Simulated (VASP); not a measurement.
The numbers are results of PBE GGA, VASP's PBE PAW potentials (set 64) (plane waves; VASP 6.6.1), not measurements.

VASP ran on this input.

**POSCAR**
```
Bi
1
    4.1246600000     0.0000000000     0.0000000000
   -2.0623300000     3.5720610000     0.0000000000
    0.0000000000     0.0000000000    15.4253200000
Bi
2
Direct
  0.6666670000   0.3333330000   0.5462010000
  0.3333330000   0.6666670000   0.4537990000
```

### INCAR
```
SYSTEM  =  Bi
PREC  =  Accurate; ENCUT  =  300; LREAL  =  .False.
LASPH  =  .True.
EDIFF  =  1E-6; NELM  =  100; ALGO  =  Normal
LMAXMIX  =  4
ISMEAR  =  -1; SIGMA  =  0.1
GGA  =  PE
ISIF  =  2
LWAVE  =  .False.; LCHARG  =  .False.
```

KPOINTS:
```
Automatic mesh
0
Gamma
7 7 1
0 0 0
```

POTCAR, in this order: Bi_d (PBE.64 set). Program: vasp_std.

Output of the run:

### OSZICAR
```
       N       E                     dE             d eps       ncg     rms          rms(c)
DAV:   1     0.207039633199E+03    0.20704E+03   -0.12397E+04   416   0.904E+02
DAV:   2     0.772984333733E+01   -0.19931E+03   -0.19591E+03   333   0.316E+02
DAV:   3    -0.638892479328E+01   -0.14119E+02   -0.14092E+02   373   0.110E+02
DAV:   4    -0.675903763378E+01   -0.37011E+00   -0.36998E+00   368   0.191E+01
DAV:   5    -0.677832798410E+01   -0.19290E-01   -0.19290E-01   449   0.312E+00    0.182E+00
DAV:   6    -0.673628533995E+01    0.42043E-01   -0.25708E-02   365   0.101E+00    0.109E+00
DAV:   7    -0.671497471787E+01    0.21311E-01   -0.49437E-02   345   0.142E+00    0.140E-01
DAV:   8    -0.671526196177E+01   -0.28724E-03   -0.50429E-03   358   0.766E-01    0.494E-02
DAV:   9    -0.671507814887E+01    0.18381E-03   -0.54287E-04   410   0.230E-01    0.222E-02
DAV:  10    -0.671495068533E+01    0.12746E-03   -0.18139E-04   361   0.125E-01    0.135E-02
DAV:  11    -0.671495690755E+01   -0.62222E-05   -0.30735E-05   344   0.607E-02    0.597E-03
DAV:  12    -0.671496195840E+01   -0.50509E-05   -0.51025E-05   246   0.192E-02    0.476E-03
DAV:  13    -0.671504902270E+01   -0.87064E-04   -0.19014E-05   269   0.217E-02    0.245E-03
DAV:  14    -0.671509793716E+01   -0.48914E-04   -0.24644E-06   270   0.825E-03    0.152E-03
DAV:  15    -0.671512338707E+01   -0.25450E-04   -0.10999E-06   281   0.536E-03    0.771E-04
DAV:  16    -0.671513871296E+01   -0.15326E-04   -0.12830E-06   270   0.293E-03    0.306E-04
DAV:  17    -0.671513918405E+01   -0.47110E-06   -0.36117E-08   236   0.132E-03
   1 F= -.67151392E+01 E0= -.67129206E+01  d E =-.443720E-02
```

**OUTCAR**
```
------------------------ aborting loop because EDIFF is reached ----------------------------------------
  FORCE on cell =-STRESS in cart. coord.  units (eV):
  Direction    XX          YY          ZZ          XY          YZ          ZX
  --------------------------------------------------------------------------------------
  Total        6.1114166      6.1114189      5.4272084      0.0000000     -0.0000000      0.0000000
  in kB       43.0835289     43.0835448     38.2600803      0.0000000     -0.0000000      0.0000000
  external PRESSURE =      41.4757180 kB  Pullay stress =       0.0000000 kB
  volume of cell :      227.27
      direct lattice vectors                 reciprocal lattice vectors
     4.124660000  0.000000000  0.000000000     0.242444226  0.139975213  0.000000000
    -2.062330000  3.572061000  0.000000000     0.000000000  0.279950426  0.000000000
     0.000000000  0.000000000 15.425320000     0.000000000  0.000000000  0.064828477
 POSITION                                       TOTAL-FORCE (eV/Angst)
 -----------------------------------------------------------------------------------
      2.06233      1.19069      8.42533         0.000000     -0.000000      3.959927
     -0.00000      2.38138      6.99999         0.000000      0.000000     -3.959927
 -----------------------------------------------------------------------------------
    total drift:                                0.000000      0.000000      0.000000
  FREE ENERGIE OF THE ION-ELECTRON SYSTEM (eV)
  ---------------------------------------------------
  free  energy   TOTEN  =        -6.7151391841 eV

  energy  without entropy=       -6.7107019883  energy(sigma->0) =       -6.71292059
```
(Selected blocks of OUTCAR.)

At this cut-off the stress carries a Pulay error, which pulls relaxed volumes low. The cell holds a wide vacuum, so values per volume refer to the whole cell.

The cell is a sheet with vacuum, built from a generated structure.
